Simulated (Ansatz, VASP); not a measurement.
## Cross-check of Mg (Mg strained to the junction's net) between VASP and Ansatz

Aim: how closely do two programs agree when they are given the same cell, functional and k mesh? The structure shown is the end of the Ansatz relaxation below.

Calculated with Ansatz 0.2.0; plane waves, with VASP 6.6.1 beside it; single point at PBE.

### Step 1. The structure

It takes space group P6_3/mmc (No. 194, hexagonal). The conventional cell has a = 3.209 Å, b = 3.209 Å, c = 5.160 Å, α = 90.00°, β = 90.00°, γ = 120.00°. Nearest to Mg lie 12 Mg at 3.18 to 3.21 Å.

### Step 2. Ansatz: relaxation, PBE

Ansatz runs on its default PAW (the set named soft_2) files.

This run makes the geometry at which the two programs are then compared.

input.yaml reads:

```yaml
crystal:
  lattice:
    - [3.209, 0.0, 0.0]
    - [-1.6045, 2.7790755207, 0.0]
    - [0.0, 0.0, 5.168361442]
  atoms:
    - { symbol: Mg, position: [0.0, 0.0, 0.0] }
    - { symbol: Mg, position: [0.3333333333, 0.6666666667, 0.5] }
kpoints:
  mp_grid: { grid: [12, 12, 6] }
scf:
  occupations: { method: fermi_dirac, width: 0.1 }
  max_iter: 150
hamiltonian:
  xc: pbe
relax:
  f_tol: 0.01
  max_steps: 40
  cell: { fix: [a, b, angles] }
```

Command:

```bash
$ ansatz run input.yaml --threads 4 --pin off --max-ram 10240MiB --backend cpu --events-out ev --progress --plain --runs-dir out
```

Numbers of over 12 decimals in the logs are rounded to 6 here.

Log:

```text
Engine: ansatz 0.2.0, aarch64-unknown-linux-gnu
Pseudopotentials: kind: paw
Pseudopotential: Mg, paw, valence charge 10, recommended cutoff 420 eV (normal), Mg.paw.azcp
Functional definition: PBE
  parameter kappa = 0.804
  parameter beta = 0.066725
  exchange = pbe_x(kappa = kappa, mu = beta*pi^2/3)
  correlation = pbe_c(beta = beta)
Crystal: 2 atoms, lattice volume = 46.092 Å³
Basis set: ecut = 420 eV, 917 PW (Γ), exchange–correlation on 48×48×72 points (8 copies of the dense FFT grid, shifted against one another)
Bands: 14, of which v1, the nominal top of the filled ones, is band 10 counted from 1 (9 counted from 0)
Symmetry: 24 space group operations
Space group: P63/mmc (ITA 194), of the structure as read, at distance tolerance 3.6e-5 Å
k-points: 76 of 864
Non-local potential: Mg, projectors of the file, l = 0: 3, l = 1: 2, l = 2: 1
PAW form: soft (Blöchl's): semilocal exchange-correlation on the pseudo side does not see the compensation charge
PAW one-centre angular grid: Mg, 110 points (default); XC on 64 Gauss nodes
Initial density: superposition of atomic densities (neutral atoms: chi_scale 0, normalization atom), corrected by the library's trained network
Initial wavefunctions: pseudopotential atomic-orbital guess
Functional: x = pbe(κ = 0.804, μ = 0.219515), c = pbe(β = 0.066725)
SCF iter   1: F=—  HF=-3847.623075 eV  |F-HF|=—  |Δ(HF+E_count)|=         —  Δρ=8.96e-4  dr2=4.36e-4  ethr=1.77e-3  ⟨swp⟩=5.0  Hψ=5349  notcnv=0
preconditioner: auto → none  [metal: Δε(μ)=0.031 eV  Ē_g=6.889 eV  σ=0.100 eV  W_gap=0.08  n_scr=8 (ndim 8)  ℏωp=10.9 eV  f_vac=0.000  D(μ)=0.82/eV (n_scr^D=2)  sad-step TF]
SCF iter   2: F=—  HF=-3847.622678 eV  |F-HF|=—  |Δ(HF+E_count)|=   3.96e-4  Δρ=5.96e-4  dr2=1.96e-4  ethr=2.18e-6  ⟨swp⟩=2.0  Hψ=2224  notcnv=0
SCF iter   3: F=—  HF=-3847.622693 eV  |F-HF|=—  |Δ(HF+E_count)|=   1.51e-5  Δρ=2.74e-4  dr2=1.67e-5  ethr=9.78e-7  ⟨swp⟩=2.0  Hψ=1832  notcnv=0
SCF iter   4: F=—  HF=-3847.622691 eV  |F-HF|=—  |Δ(HF+E_count)|=   2.32e-6  Δρ=1.06e-4  dr2=2.18e-6  ethr=8.35e-8  ⟨swp⟩=2.0  Hψ=1672  notcnv=0
iter 5 did not close the SCF: its close was put off for the readings that it lacked (scf_convergence_deferred on its scf_iter line)
SCF iter   5: F=-3847.622689 eV  HF=-3847.622689 eV  |F-HF|=3.24e-9  |Δ(HF+E_count)|=   2.23e-6  Δρ=7.52e-6  dr2=9.36e-9  ethr=1.09e-8  ⟨swp⟩=2.0  Hψ=1762  notcnv=0
SCF iter   6: F=-3847.622689 eV  HF=-3847.622689 eV  |F-HF|=4.73e-9  |Δ(HF+E_count)|=   4.42e-9  Δρ=4.09e-6  dr2=3.01e-9  ethr=4.68e-11  ⟨swp⟩=1.9  Hψ=3328  notcnv=0
SCF 1 converged in 6 iterations: F = -3847.622689 eV  dr2 = 3.01e-9
  greatest PAW one-centre occupation: 1.000 electrons in one spin orbital (limit 2), on the Mg atom at site 1 (counted from 0), in its partial waves of l = 0
relax step   1: F+E_penalty+E_count = -3847.62268885 eV  Δ(F+E_penalty+E_count) = +0.000e0 eV  max|allowed force component| = 2.082e-17 eV/Å  Δτ_max = 0.0000 Å  P = -0.120 GPa  Ω = 46.092 Å³  fix = [a, b, alpha, beta, gamma]  reactions: a -0.097, b -0.097 GPa  (6 SCF iters, dr2 threshold 1.00e-7 eV, accepted)
[...]
relax step   2: F+E_penalty+E_count = -3847.62273770 eV  Δ(F+E_penalty+E_count) = -4.884e-5 eV  max|allowed force component| = 1.619e-17 eV/Å  Δτ_max = 0.0000 Å  P = -0.064 GPa  Ω = 46.020 Å³  energy of the carried Pulay correction = +1.378e-6 eV  fix = [a, b, alpha, beta, gamma]  reactions: a -0.072, b -0.072 GPa  (2 SCF iters, dr2 threshold 6.82e-8 eV, accepted)
[...]
relax step   3: F+E_penalty+E_count = -3847.62273627 eV  Δ(F+E_penalty+E_count) = +1.424e-6 eV  max|allowed force component| = 2.776e-17 eV/Å  Δτ_max = 0.0000 Å  P = -0.064 GPa  Ω = 46.020 Å³  fix = [a, b, alpha, beta, gamma]  reactions: a -0.072, b -0.072 GPa  stress off target by 4.75e-2 GPa on what of the cell is left free  SCF on the basis re-selected at this cell (its energy is not comparable with the rows above)  (5 SCF iters)
basis re-selected at this cell: Δ(F+E_penalty+E_count) = +1.424e-6 eV, ΔP = +0.000 GPa vs the last step (what re-selecting the basis moved, of the pressure what is left beyond the Pulay correction that the steps carried, after the strain that the cell walked since its last selection, with what the two solves' SCF thresholds leave and, on support functions, any second-order correction that the steps lacked; it is no m [...]
SCF converged after 5 iterations
Free energy (F): -3847.622736 eV
Harris-Foulkes:  -3847.622736 eV  (|F-HF|=0.00e0)
Internal energy: -3847.596232 eV  (E = F + TS)
E sigma→0 (E₀):  -3847.609484 eV
Entropy (-TS):   -0.026505 eV (-13.252 meV/atom)
Fermi energy:    5.602134 eV
--- Per-component energies (eV) ---
  E_band       = -715.328242
  E_kinetic    = 149.633636
  E_local      = -3242.754016  (includes V_loc(G=0)·N_el)
  E_nonlocal   = 191.380047
  E_hartree    = 1158.133694
  E_xc         = -56.803837
  E_vxc        = -73.277086  (∫ρ·V_xc dr)
  E_paw        = -585.062270  (= ΣΔE_a)
  E_vpaw       = -56.578210  (= ΣTr[D̂ρ^β])
  E_aug_tail   = -0.000008  (compensation charges beyond the density's cutoff)
  E_ewald      = -1462.123477
  E_smearing   = -0.026505  (= −TS)
  E_closure    = 0.000000  (closes the sum)
  Σ components = -3847.622736   (vs F -3847.622736, Δ=0.00e0)
--- Forces (eV/Å), atoms counted from 1 ---
  atom   1  Mg     0.00000000     0.00000000     0.00000000
  atom   2  Mg     0.00000000    -0.00000000     0.00000000
  max |Σ_I F_I| component: 1.85e-17 eV/Å
--- Stress (GPa, compression-positive) ---
       -0.071905      -0.000000       0.000000
        0.000000      -0.071905       0.000000
        0.000000       0.000000      -0.047457
  P = ⅓ Tr σ = -0.0638 GPa (-0.638 kbar)
--- Relaxed structure (2 steps of the walk, 2 accepted, 1 SCFs on fresh bases) ---
  F+E_penalty+E_count = -3847.62273627 eV   max|allowed force component| = 2.776e-17 eV/Å   (the final SCF, on the basis selected at the relaxed cell)
  cell:  # Å, volume = 46.0202 Å³
    - [3.209000, 0, 0.0]
    - [-1.604500, 2.779076, 0.0]
    - [0.0, 0.0, 5.160347]
  atoms:
    - { symbol: Mg, position: [9.251858539620023e-18, -5.08852219630634e-17, 0.0] }
    - { symbol: Mg, position: [0.333333, 0.666667, 0.500000] }
```

Reading the cycles: dr2 is the Hartree energy of the density residual (eV), the measure of convergence; HF is the Harris–Foulkes estimate of the energy, which meets the free energy F at convergence.

### Step 3. VASP: single point, PBE

The same cell, functional, mesh and smearing now go to VASP, with its own data sets.

Lines of VASP's logs that name or quote its potential files are left out, and so is its time.

INCAR reads:

```
SYSTEM = Mg
PREC = Accurate
ENCUT = 600
EDIFF = 1E-06
NELM = 120
ISMEAR = -1
SIGMA = 0.1
LREAL = .FALSE.
ALGO = Normal
GGA = PE
NBANDS = 8
LORBIT = 11
LWAVE = .FALSE.
LCHARG = .FALSE.
ISIF = 2
LASPH = .TRUE.
GGA_COMPAT = .FALSE.
```

POSCAR reads:

```
Mg
1.0
    3.2090000000      0.0000000000      0.0000000000
   -1.6045000000      2.7790755207      0.0000000000
    0.0000000000      0.0000000000      5.1603466416
Mg
2
Direct
    0.0000000000      0.0000000000      0.0000000000
    0.3333333333      0.6666666667      0.5000000000
```

KPOINTS reads:

```
Automatic mesh
0
Gamma
12 12 6
0 0 0
```

Potentials, in the order of the species: Mg (PBE family, release 64).

Command:

```bash
$ mpirun -np 1 vasp_std
```

Log:

```text
[banner, memory and clock lines left out]
running    1 mpi-ranks, on    1 nodes
 distrk:  each k-point on    1 cores,    1 groups
 distr:  one band on    1 cores,    1 groups

 POSCAR found type information on POSCAR Mg
 POSCAR found :  1 types and       2 ions
 LDA part: xc-table for (Slater+PW92), standard interpolation
 POSCAR, INCAR and KPOINTS ok, starting setup
 FFT: planning ... GRIDC
 FFT: planning ... GRID_SOFT
 FFT: planning ... GRID
 WAVECAR not read
 entering main loop
       N       E                     dE             d eps       ncg     rms          rms(c)
DAV:   1    -0.134228995310E+00   -0.13423E+00   -0.15843E+03  1216   0.399E+02
DAV:   2    -0.302956687638E+01   -0.28953E+01   -0.28447E+01  1656   0.249E+01
DAV:   3    -0.304387385293E+01   -0.14307E-01   -0.14295E-01  1624   0.226E+00
DAV:   4    -0.304391821180E+01   -0.44359E-04   -0.44359E-04  1736   0.103E-01
DAV:   5    -0.304391840540E+01   -0.19360E-06   -0.19352E-06  1672   0.465E-03    0.959E-01
DAV:   6    -0.303782564864E+01    0.60928E-02   -0.62514E-04  1552   0.223E-01    0.614E-01
DAV:   7    -0.303036591473E+01    0.74597E-02   -0.24405E-03  1344   0.387E-01    0.340E-02
DAV:   8    -0.303037847770E+01   -0.12563E-04   -0.14852E-05  1864   0.263E-02    0.753E-03
DAV:   9    -0.303037723841E+01    0.12393E-05   -0.12027E-06  1384   0.585E-03    0.620E-04
DAV:  10    -0.303037699777E+01    0.24063E-06   -0.46972E-09   912   0.497E-04
   1 F= -.30303770E+01 E0= -.30171455E+01  d E =-.264630E-01
```

Parts of OUTCAR (step 3):

```text
ion  position               nearest neighbor table
   1  0.000  0.000  0.000-   2 3.18   2 3.18   2 3.18   2 3.18   2 3.18   2 3.18
   2  0.333  0.667  0.500-   1 3.18   1 3.18   1 3.18   1 3.18   1 3.18   1 3.18

  LATTYP: Found a hexagonal cell.
 ALAT       =     3.2090000000
 C/A-ratio  =     1.6080855848

 Subroutine GETGRP returns: Found 24 space group operations
 (whereof 12 operations were pure point group operations)

The static configuration has the point symmetry D_3h.
 The point group associated with its full space group is D_6h.

 Found     76 irreducible k-points:

   k-points           NKPTS =     76   k-points in BZ     NKDIM =     76   number of bands    NBANDS=      8

   dimension x,y,z NGX =    28 NGY =   28 NGZ =   42
   dimension x,y,z NGXF=    56 NGYF=   56 NGZF=   84

   ENCUT  =  600.0 eV  44.10 Ry    6.64 a.u.   6.41  6.41 10.31*2*pi/ulx,y,z

   NELECT =       4.0000    total number of electrons

 k-points in reciprocal lattice and weights: Automatic mesh
   0.00000000  0.00000000  0.00000000       0.001
   0.08333333  0.00000000  0.00000000       0.007
   0.16666667  0.00000000  0.00000000       0.007
   0.25000000  0.00000000  0.00000000       0.007
   0.33333333  0.00000000  0.00000000       0.007
   0.41666667  0.00000000  0.00000000       0.007
   0.50000000  0.00000000  0.00000000       0.003
   0.08333333  0.08333333  0.00000000       0.007
   0.16666667  0.08333333  0.00000000       0.014
[...]
0.33333333  0.25000000  0.50000000       0.014
   0.33333333  0.33333333  0.50000000       0.002

 average (electrostatic) potential at core
       1 -39.2418       2 -39.2418

 E-fermi :   2.5897

 k-point     1 :       0.0000    0.0000    0.0000
  band No.  band energies     occupation
      1      -4.3004      2.00000
      2       0.9910      2.00000
      3       1.4685      1.99997
      4      13.4463      0.00000
      5      13.4463      0.00000
      6      13.5321      0.00000
      7      13.5321      0.00000
      8      14.4826      0.00000

 k-point     2 :       0.0833    0.0000    0.0000
  band No.  band energies     occupation
      1      -4.1647      2.00000
      2       1.1148      2.00000
      3       1.6002      1.99990
      4      11.1811      0.00000
      5      12.2370      0.00000
      6      13.0666      0.00000
      7      14.9326      0.00000
      8      15.4157      0.00000

 k-point     3 :       0.1667    0.0000    0.0000
  band No.  band energies     occupation
      1      -3.7590      2.00000
      2       1.4865      1.99997
      3       1.9900      1.99504
      4       8.6746      0.00000
      5      11.2111      0.00000
      6      11.8654      0.00000
      7      13.4290      0.00000
      8      14.3949      0.00000

  Total       -0.0569503     -0.0569503     -0.0506072      0.0000000     -0.0000000      0.0000000
  in kB       -1.9827043     -1.9827043     -1.7618710      0.0000000     -0.0000000      0.0000000
  external PRESSURE =      -1.9090932 kB  Pullay stress =       0.0000000 kB

  energy-cutoff  :      600.00
  volume of cell :       46.02
      direct lattice vectors                 reciprocal lattice vectors
     3.209000000  0.000000000  0.000000000     0.311623559  0.179915946  0.000000000
    -1.604500000  2.779075521  0.000000000     0.000000000  0.359831891  0.000000000
     0.000000000  0.000000000  5.160346642     0.000000000  0.000000000  0.193785431

 POSITION                                       TOTAL-FORCE (eV/Angst)
 -----------------------------------------------------------------------------------
      0.00000      0.00000      0.00000        -0.000000      0.000000      0.000000
     -0.00000      1.85272      2.58017         0.000000     -0.000000      0.000000
 -----------------------------------------------------------------------------------
    total drift:                               -0.000000      0.000000      0.000000

  FREE ENERGIE OF THE ION-ELECTRON SYSTEM (eV)
  ---------------------------------------------------
  free  energy   TOTEN  =        -3.0303769978 eV

  energy  without entropy=       -3.0039140081  energy(sigma->0) =       -3.01714550

 total charge
# of ion       s       p       d       tot
------------------------------------------
    1        0.209   0.125   0.011   0.346
    2        0.209   0.125   0.011   0.346
--------------------------------------------------
tot          0.418   0.251   0.023   0.692

[... 3 further parts left out ...]
```

The run ends at a pressure of -0.19 GPa.

### Step 4. Comparison

Known differences besides the potentials themselves: the data sets hold 20 valence electrons in Ansatz (on its default PAW (the set named soft_2) files) and 4 in VASP; the cutoff is 420 eV in Ansatz and 600 eV in VASP; Ansatz's pressure holds a Pulay correction, VASP's none. Total energies have different zeros and are not compared.

The two programs side by side:

```csv
quantity,Ansatz,VASP,difference
pressure (GPa),-0.06,-0.19,+0.13
```

### Step 5. Summary of results

```yaml
difference_in_pressure_single_point_pbe: 0.13 GPa
```

What this shows: The difference in pressure is 0.13 GPa (single point, PBE), within the 1 GPa picked in this series as the mark of a large difference. The data sets hold unlike numbers of valence electrons (20 in Ansatz and 4 in VASP), so part of the differences comes from the potentials. Such differences can come from data sets, numerical settings and the points named under the comparisons, not from the functional's error against experiment.

[Lines on the potential files, build, host, timing and source positions are cut from VASP's logs without a mark.]

[Logs are printed without paths, hosts, clocks, repeated set-up lines and the standing remarks that a program may print on its own settings, such as how far it seeks lower states.]

[Hosts, paths, dates, database ids (printed as entryN), source tags and the programs' standing remarks are cut or masked in the printed files.]
